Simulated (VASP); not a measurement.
**SrMoO4: structure and properties in VASP**

How well does PBEsol reproduce what experiment finds for SrMoO4? The cell is relaxed first, and properties follow on it. The steps: relaxing cell and atoms (PBEsol), second relaxation, density, ELF and potential (PBEsol), bands along the symmetry lines (PBEsol), total and projected DOS (PBEsol), volume scan with PBEsol, fit for PBEsol, response to an electric field (PBEsol), optical spectrum (PBEsol) and self-consistent run (PBEsol), changed input. The start is a cell from a database of measured crystal structures.

Calculated with VASP 6.6.1; PBEsol; plane waves and PAW (Sr_sv, Mo_sv, O).

Experimental background.

For SrMoO4, scheelite (powder ground from Czochralski-grown single crystal), “High-pressure x-ray diffraction study of SrMoO4 and pressure-induced structural changes” (2007, arxiv:0708.0028) gives, by laboratory powder x-ray diffraction, Cu K-alpha: lattice constant a (a of tetragonal cell) 5.394 ± 0.005 Å; lattice constant c (c of tetragonal cell) 12.019 ± 0.009 Å.

This is a report of a sequence of runs, with most program output left out.

## Step 1: Starting point

Before any relaxation, the start is as follows. The structure is tetragonal, space group I4_1/a (No. 88). The conventional cell has a = 5.403 Å, b = 5.403 Å, c = 12.041 Å, α = 90.00°, β = 90.00°, γ = 90.00°. Nearest to Sr lie 8 O at 2.62 to 2.63 Å. Nearest to Mo lie 4 O at 1.73 Å. Nearest to O lie 1 Mo at 1.73 Å and 2 Sr at 2.62 to 2.63 Å. Farther neighbours and most contacts between anions are not listed.

As a file:

```xyz
12
Lattice="-5.4026 0.0000 0.0000 0.0000 5.4026 0.0000 2.7013 -2.7013 -6.0206" Properties=species:S:1:pos:R:3 pbc="T T T"
Sr   -2.7013    0.0000   -3.0103
Sr    0.0000    0.0000    0.0000
Mo    0.0000    2.7013   -3.0103
Mo   -2.7013    2.7013    0.0000
O     1.2523    1.9643   -3.9579
O    -1.9643    3.9537   -0.9476
O    -1.2523    3.4383   -3.9579
O    -3.4383    1.4490   -0.9476
O    -1.2523    0.7370   -5.0729
O    -0.7370    1.4490   -2.0626
O     1.2523   -0.7370   -5.0729
O     0.7370    3.9537   -2.0626
```

## Step 2: Relaxing cell and atoms (PBEsol)

Properties are meant for the cell that this level of theory prefers, so cell and atoms are relaxed first (ISIF = 3) until forces and stress are small; EDIFFG sets the threshold. PBEsol restores the gradient expansion of exchange and is tuned for the cells of solids.

File INCAR:

```
SYSTEM = SrMoO4
PREC = Accurate
ENCUT = 520
EDIFF = 1E-06
NELM = 100
ISMEAR = 0
SIGMA = 0.05
LREAL = .FALSE.
ALGO = Normal
GGA = PS
NBANDS = 60
LASPH = .TRUE.
LORBIT = 11
LWAVE = .FALSE.
LCHARG = .FALSE.
KPAR = 8
IBRION = 2
NSW = 60
ISIF = 3
EDIFFG = -0.01
```

File POSCAR:

```
SrMoO4
1.0
   -5.4026470000      0.0000000000      0.0000000000
    0.0000000000      5.4026470000      0.0000000000
    2.7013235000     -2.7013235000     -6.0205600000
Sr Mo O
2 2 8
Direct
    0.7500000000      0.2500000000      0.5000000000
    0.0000000000      0.0000000000      0.0000000000
    0.2500000000      0.7500000000      0.5000000000
    0.5000000000      0.5000000000      0.0000000000
    0.0969000000      0.6922900000      0.6574000000
    0.4422900000      0.8105000000      0.1574000000
    0.5605000000      0.9651100000      0.6574000000
    0.7151100000      0.3469000000      0.1574000000
    0.6531000000      0.5577100000      0.8426000000
    0.3077100000      0.4395000000      0.3426000000
    0.1895000000      0.2848900000      0.8426000000
    0.0348900000      0.9031000000      0.3426000000
```

File KPOINTS:

```
Automatic mesh
0
Gamma
6 6 6
0 0 0
```

Potentials, in the order of the species: Sr_sv, Mo_sv and O (PBE family, release 64).

Launch:

```sh
mpirun -np 8 vasp_std
```

Run time: 9.5 min. Hardware: 8 MPI ranks of Intel Xeon Platinum 8259CL at 2.50GHz (Skylake/Cascade Lake), shared host; peak memory 4.5 GiB.

The gap is read on the k-mesh alone, so it is an upper bound where the band edges lie off the mesh. The PAW data sets were made with PBE, which is usual practice but a small mismatch for other functionals. The run keeps the 8 symmetry operations of its start, so it cannot find a distortion of lower symmetry.

Relaxation path:

```
step  energy less that of the first step (eV)  largest force (eV/Å)  pressure (GPa)  volume (Å³)
   1                                   0.0000                2.2095            6.86       175.73
   2                                   1.7960                3.6147          -19.03       192.16
   3                                  -0.3228                0.1229           -2.30       179.87
   4                                  -0.3239                0.2092           -1.88       179.65
   5                                  -0.3239                0.2405           -1.71       179.57
   6                                  -0.3677                0.1639           -0.76       176.29
   7                                  -0.3832                0.0880            0.31       173.11
   8                                  -0.3832                0.0853            0.33       172.98
   9                                  -0.3813                0.1997           -0.82       173.42
  10                                  -0.3840                0.0516           -0.07       173.14
  11                                  -0.3850                0.0394           -0.05       173.11
  12                                  -0.3865                0.0097            0.01       173.01
  13                                  -0.3865                0.0122            0.02       172.99
  14                                  -0.3867                0.0103           -0.02       173.06
  15                                  -0.3868                0.0105           -0.05       173.09
  16                                  -0.3866                0.0444            0.20       172.92
  17                                  -0.3868                0.0099            0.01       173.04
```

```
conventional cell, symmetrised  before   after  change
                         a (Å)   5.403   5.390  -0.2 %
                         b (Å)   5.403   5.390  -0.2 %
                         c (Å)  12.041  11.911  -1.1 %
              volume (Å³/atom)   14.64   14.42  -1.5 %
```

The atoms that moved most (Å, as changes of fractional coordinates times the final cell):

```
atom      dx      dy      dz  length
 O11   0.029  -0.015   0.043   0.054
  O7  -0.029   0.015  -0.043   0.054
 O10  -0.015  -0.029   0.043   0.054
  O6   0.015   0.029  -0.043   0.054
 O12   0.015   0.029   0.043   0.054
  O8  -0.015  -0.029  -0.043   0.054
  O5   0.029  -0.015  -0.043   0.054
  O9  -0.029   0.015   0.043   0.054
```

The relaxed structure:

```
Sr Mo O
1.0
    -5.39040    0.00000    0.00000
     0.00000    5.39040    0.00000
     2.69520   -2.69520   -5.95541
Sr Mo O
2 2 8
Direct
  0.75000 0.25000 0.50000
  0.00000 0.00000 0.00000
  0.25000 0.75000 0.50000
  0.50000 0.50000 0.00000
  0.09513 0.69308 0.66456
  0.44308 0.81943 0.16456
  0.56943 0.97148 0.66456
  0.72148 0.34513 0.16456
  0.65487 0.55692 0.83544
  0.30692 0.43057 0.33544
  0.18057 0.27852 0.83544
  0.02852 0.90487 0.33544
```

This step gave:

* electrons: 96
* bands: 60
* irreducible k-points: 36
* symmetry operations: 8
* free energy (TOTEN): -100.0440 eV
* Fermi energy: 1.780 eV
* pressure: 0.008590 GPa
* metallic: no
* valence top at k: 0, 0, 0
* conduction bottom at k: 0, 0, 0
* least direct gap at k: 0, 0, 0
* SCF cycles over all ionic steps: 133
* gap on the k-mesh: 3.699 eV
* least direct gap on the k-mesh: 3.699 eV

It ends with a largest force of 0.010 eV/Å and a pressure of 0.01 GPa. The volume lies -1.5 % from that of the database's start, which holds the thermal and zero-point expansion of its experiment.

## Step 3: Second relaxation

A relaxation keeps the plane waves of the cell it began with, so it is repeated from the new cell, on a basis made for it.

INCAR is that of step 2.

File POSCAR:

```
SrMoO4
1.0
   -5.3904026658      0.0000000004      0.0000000000
    0.0000000004      5.3904026658      0.0000000000
    2.6952013327     -2.6952013331     -5.9554106062
Sr Mo O
2 2 8
Direct
    0.7500000000      0.2500000000      0.5000000000
    0.0000000000      0.0000000000      0.0000000000
    0.2500000000      0.7500000000      0.5000000000
    0.5000000000      0.5000000000      0.0000000000
    0.0951263156      0.6930795926      0.6645611224
    0.4430795926      0.8194348068      0.1645611224
    0.5694348068      0.9714815298      0.6645611224
    0.7214815298      0.3451263156      0.1645611224
    0.6548736844      0.5569204074      0.8354388776
    0.3069204074      0.4305651932      0.3354388776
    0.1805651932      0.2785184702      0.8354388776
    0.0285184702      0.9048736844      0.3354388776
```

KPOINTS is that of step 2.

Launch:

```sh
mpirun -np 8 vasp_std
```

The job ended after 97 s (8 MPI ranks; peak memory 4.4 GiB; 13 min of CPU time).

Little changed from the start: no atom moved by 0.005 Å and no cell edge by 0.1 %.

Numbers from this step:

```
free energy (TOTEN)             : -100.0407 eV
Fermi energy                    : 1.779 eV
pressure                        : -0.04518 GPa
SCF cycles over all ionic steps : 22
gap on the k-mesh               : 3.696 eV
least direct gap on the k-mesh  : 3.696 eV
```

It ends with a largest force of 0.009 eV/Å and a pressure of -0.05 GPa. The volume moved by only 0.01 %, so the volume is settled.

## Step 4: Density, ELF and potential (PBEsol)

A single point on the relaxed cell gives a clean self-consistent state, with density, ELF and potential written out.

INCAR, as its differences from that of step 3:

```diff
@@ -14,7 +14,5 @@
 LWAVE = .FALSE.
-LCHARG = .FALSE.
-KPAR = 8
-IBRION = 2
-NSW = 60
-ISIF = 3
-EDIFFG = -0.01
+LCHARG = .TRUE.
+ISIF = 2
+LELF = .TRUE.
+LVHAR = .TRUE.
```

File POSCAR:

```
SrMoO4
1.0
   -5.3904756606      0.0000000003      0.0000000000
    0.0000000003      5.3904756606      0.0000000000
    2.6952378301     -2.6952378305     -5.9558744460
Sr Mo O
2 2 8
Direct
    0.7500000000      0.2500000000      0.5000000000
    0.0000000000      0.0000000000      0.0000000000
    0.2500000000      0.7500000000      0.5000000000
    0.5000000000      0.5000000000      0.0000000000
    0.0951284501      0.6930333090      0.6645803170
    0.4430333090      0.8194518669      0.1645803170
    0.5694518669      0.9715470080      0.6645803170
    0.7215470080      0.3451284501      0.1645803170
    0.6548715499      0.5569666910      0.8354196830
    0.3069666910      0.4305481331      0.3354196830
    0.1805481331      0.2784529920      0.8354196830
    0.0284529920      0.9048715499      0.3354196830
```

KPOINTS is that of step 3.

Launch:

```sh
mpirun -np 8 vasp_std
```

Wall time 66 s (8 MPI ranks); peak memory 1.8 GiB; 8.7 min of CPU time.

Numbers from this step:

* SCF cycles: 15
* bands: 64
* Fermi energy: 1.951 eV
* pressure: -0.04287 GPa

Valence electrons inside each PAW sphere by angular momentum. Sphere charges, by row:

```
atom  s (e)  p (e)  d (e)  tot (e)
 Sr1  1.998  5.768  0.192    7.958
 Sr2  1.998  5.768  0.192    7.958
 Mo3  2.464  6.365  4.047    12.88
 Mo4  2.464  6.365  4.047    12.88
  O5  1.577  3.438      0    5.015
  O6  1.577  3.438      0    5.015
  O7  1.577  3.438      0    5.015
  O8  1.577  3.438      0    5.015
  O9  1.577  3.438      0    5.015
 O10  1.577  3.438      0    5.015
 O11  1.577  3.438      0    5.015
 O12  1.577  3.438      0    5.015
```

Electrostatic potential energy in the ac plane of the conventional cell at fractional y = 0.000, with atoms of Sr and Mo within 0.2 Å of it. With pseudopotentials it is smooth inside the atoms' cores, unlike the true potential.

Ten even steps from '_' (-57 eV) to '@' (6 eV), each cell a mean:
```
++**##%%@@@@@@@@@@@@@@@@##**++
####%%@@@@@@@@@@@@@@@@@@%%####
%%@@@@@@@@@@@@@@@@@@@@@@@@@@@@
@@@@@@@@@@@@%%%%%%%%@@@@@@@@@@
@@@@@@@@%%####****##%%@@@@@@@@
@@@@@@@@%%##++==++**##@@@@@@@@
@@@@@@@@%%##**++++**##@@@@@@@@
@@@@@@@@@@%%######%%%%@@@@@@@@
@@@@@@@@@@@@@@%%@@@@@@@@@@@@@@
##%%@@@@@@@@@@@@@@@@@@@@@@%%%%
..--**%%@@@@@@@@@@@@@@@@%%++::
____==%%@@@@@@@@@@@@@@@@**..__
____==%%@@@@@@@@@@@@@@@@**::__
--++%%@@@@@@@@@@@@@@@@@@%%**==
%%@@@@@@@@@@@@@@@@@@@@@@@@@@@@
@@@@@@@@@@@@%%##%%%%@@@@@@@@@@
@@@@@@@@@@**--..::++%%@@@@@@@@
@@@@@@@@%%--______..**@@@@@@@@
@@@@@@@@%%==______::**@@@@@@@@
@@@@@@@@%%##++--==**%%@@@@@@@@
@@@@@@@@@@@@@@%%@@@@@@@@@@@@@@
%%%%@@@@@@@@@@@@@@@@@@@@@@%%%%
**##%%@@@@@@@@@@@@@@@@@@%%##**
==++##%%@@@@@@@@@@@@@@%%##**++
```
Columns run along a (5.4 Å; values clipped at the 3rd and 97th percentile), rows up along c (11.9 Å), edges of the conventional cell, whose origin can differ from the input's. Atoms in or near the plane, at fractional coordinates: Sr at (0.00, 0.00), Sr at (0.50, 0.75), Mo at (0.00, 0.50), Mo at (0.50, 0.25).

Valence density in the ac plane of the conventional cell at fractional y = 0.000, with atoms of Sr and Mo within 0.2 Å of it. It is the smooth field of the valence electrons, not physical close to the nuclei.

Ten even steps from '_' (0.0 e/Å³) to '@' (7.0 e/Å³), each cell a mean:
```
==--..____________________::--
....________________________..
______________________________
______________________________
____________..::::..__________
__________..--====::__________
__________..--==--::__________
____________......____________
______________________________
______..______________..______
==::....______________......--
@@**::__________________..==@@
%%++..____________________--##
::..________________________..
______________________________
______________________________
____________::==--..__________
__________::##@@@@==__________
__________..++%%##--..________
________......::........______
______________________________
______________________________
::..______________________..::
==--..____________________::==
```
Columns run along a (5.4 Å), rows up along c (11.9 Å), edges of the conventional cell, whose origin can differ from the input's. Atoms in or near the plane, at fractional coordinates: Sr at (0.00, 0.00), Sr at (0.50, 0.75), Mo at (0.00, 0.50), Mo at (0.50, 0.25).

ELF in the ac plane of the conventional cell at fractional y = 0.000, with atoms of Sr and Mo within 0.2 Å of it. It is the smooth field of the valence electrons, not physical close to the nuclei.

Ten even steps from '0' (0.01) to '9' (0.82), each cell a mean:
```
899300000001798
984001000000269
100000000000001
000000243100000
000016999830000
000049968971000
000039988961000
001003798510100
125652111136641
137997201589852
754787301588646
685343100243377
784110000001278
531100000001124
111100100100111
000011111110000
000012677411000
001115867721100
025644778645530
037985454479851
026887312588730
421343101243113
995100000000389
799400000001798
```
Columns run along a (5.4 Å), rows up along c (11.9 Å), edges of the conventional cell, whose origin can differ from the input's. Atoms in or near the plane, at fractional coordinates: Sr at (0.00, 0.00), Sr at (0.50, 0.75), Mo at (0.00, 0.50), Mo at (0.50, 0.25).

In this run the pressure is -0.04 GPa, small enough to go on.

## Step 5: Bands along the symmetry lines (PBEsol)

The mesh alone shows little of the dispersion and can miss band extrema, so KPOINTS_OPT adds a path through the symmetry points after the self-consistent cycle.

File INCAR:

```
SYSTEM = SrMoO4
PREC = Accurate
ENCUT = 520
EDIFF = 1E-06
NELM = 100
ISMEAR = 0
SIGMA = 0.05
LREAL = .FALSE.
ALGO = Normal
GGA = PS
NBANDS = 76
LASPH = .TRUE.
LORBIT = 11
LWAVE = .FALSE.
LCHARG = .FALSE.
KPAR = 8
```

POSCAR is that of step 4.

KPOINTS is that of step 4.

File KPOINTS_OPT:

```
Line mode
12
Line-mode
Reciprocal
  0.00000000   0.00000000   0.00000000 GAMMA
 -0.50000000   0.50000000   0.00000000 X

 -0.50000000   0.50000000   0.00000000 X
 -0.39760633   0.60239367  -0.10239367 Y

 -0.39760633   0.60239367  -0.10239367 Y
  0.00000000   0.60239367  -0.30119684 S

  0.00000000   0.60239367  -0.30119684 S
  0.00000000   0.00000000   0.00000000 GAMMA

  0.00000000   0.00000000   0.00000000 GAMMA
  0.00000000   0.00000000   0.50000000 Z

  0.00000000   0.00000000   0.50000000 Z
  0.00000000   0.39760633   0.30119684 S1

  0.00000000   0.39760633   0.30119684 S1
  0.00000000   0.50000000   0.00000000 N

  0.00000000   0.50000000   0.00000000 N
 -0.50000000   0.50000000   0.25000000 P

 -0.50000000   0.50000000   0.25000000 P
 -0.39760633   0.39760633   0.50000000 Y1

 -0.39760633   0.39760633   0.50000000 Y1
  0.00000000   0.00000000   0.50000000 Z

 -0.50000000   0.50000000   0.00000000 X
 -0.50000000   0.50000000   0.25000000 P
```

Launch:

```sh
mpirun -np 8 vasp_std
```

Run time: 3.3 min. Hardware: 8 MPI ranks; peak memory 6.4 GiB; 27 min of CPU time.

Spin-orbit coupling is off here; it would split degenerate levels. The cell is typed on its shortest vectors, so the axes of tensors and the coordinates of k-points follow the printed cell and not the standard setting.

Numbers from this step:

| Property | Result |
| --- | --- |
| bands | 76 |
| Fermi energy | 2.006 eV |
| pressure | -0.04598 GPa |
| least gap on mesh and path | 3.696 eV |
| least direct gap on mesh and path | 3.696 eV |

The electronic bands at the labelled points (eV, zero at the valence-band top; v1 is the highest filled band, c1 the lowest empty one):

```
          point     v4     v3     v2     v1    c1    c2    c3    c4
              Γ  -0.72  -0.31   0.00   0.00  3.70  4.02  4.34  4.37
0.45 of the way  -0.45  -0.39  -0.35  -0.12  3.88  4.15  4.22  4.48
              X  -0.46  -0.46  -0.39  -0.39  3.96  3.96  4.41  4.41
0.45 of the way  -0.49  -0.43  -0.38  -0.36  3.93  4.01  4.39  4.40
              Y  -0.50  -0.42  -0.32  -0.31  3.91  4.08  4.35  4.37
0.45 of the way  -0.43  -0.37  -0.33  -0.20  3.98  4.15  4.26  4.27
              S  -0.52  -0.40  -0.24  -0.12  4.08  4.09  4.21  4.26
0.55 of the way  -0.54  -0.37  -0.17  -0.16  3.87  4.12  4.27  4.44
              Γ  -0.72  -0.31   0.00   0.00  3.70  4.02  4.34  4.37
0.45 of the way  -0.62  -0.22  -0.03  -0.03  3.73  3.96  4.22  4.25
              Z  -0.38  -0.38  -0.08  -0.08  3.85  3.85  4.07  4.07
0.55 of the way  -0.40  -0.31  -0.19  -0.10  3.95  4.00  4.10  4.13
             S1  -0.52  -0.40  -0.24  -0.12  4.08  4.09  4.21  4.26
0.45 of the way  -0.54  -0.41  -0.26  -0.16  4.06  4.14  4.21  4.32
              N  -0.52  -0.48  -0.27  -0.20  4.05  4.16  4.21  4.38
0.45 of the way  -0.51  -0.47  -0.28  -0.24  3.97  4.13  4.26  4.41
              P  -0.43  -0.43  -0.42  -0.42  3.96  3.96  4.40  4.40
0.45 of the way  -0.49  -0.42  -0.40  -0.36  3.93  4.01  4.38  4.41
             Y1  -0.50  -0.42  -0.32  -0.31  3.91  4.08  4.35  4.37
0.55 of the way  -0.32  -0.28  -0.19  -0.17  3.92  4.07  4.12  4.15
              Z  -0.38  -0.38  -0.08  -0.08  3.85  3.85  4.07  4.07
      jump to X  -0.46  -0.46  -0.39  -0.39  3.96  3.96  4.41  4.41
0.55 of the way  -0.45  -0.45  -0.40  -0.40  3.96  3.96  4.41  4.41
              P  -0.43  -0.43  -0.42  -0.42  3.96  3.96  4.40  4.40
```

Of the projections kept (Sr, Mo, O), the largest for each band there; the rest of the weight can lie on other orbitals:

```
point      v4      v3      v2      v1       c1       c2       c3       c4
    Γ  O 0.89  O 0.97  O 0.97  O 0.97  Mo 0.77  Mo 0.75  Mo 0.65  Mo 0.68
    X  O 0.97  O 0.97  O 0.94  O 0.94  Mo 0.67  Mo 0.67  Mo 0.66  Mo 0.66
    Y  O 0.96  O 0.95  O 0.95  O 0.96  Mo 0.68  Mo 0.67  Mo 0.67  Mo 0.66
    S  O 0.96  O 0.96  O 0.94  O 0.96  Mo 0.71  Mo 0.67  Mo 0.67  Mo 0.67
    Γ  O 0.89  O 0.97  O 0.97  O 0.97  Mo 0.77  Mo 0.75  Mo 0.65  Mo 0.68
    Z  O 0.98  O 0.98  O 0.95  O 0.95  Mo 0.72  Mo 0.72  Mo 0.72  Mo 0.72
```

The path finds the gap of the mesh within 0.02 eV, so the mesh comes close to both band edges.

(Continued in part 2 of 3.)

[Lines on the potential files, build, host, timing and source positions are cut from VASP's logs without a mark.]

[Logs are printed without paths, hosts, clocks, repeated set-up lines and the standing remarks that a program may print on its own settings, such as how far it seeks lower states.]

[Hosts, paths, dates, database ids (printed as entryN), source tags and the programs' standing remarks are cut or masked in the printed files.]

[A measured line is paired with the nearest computed mode of its activity, which favours agreement.]
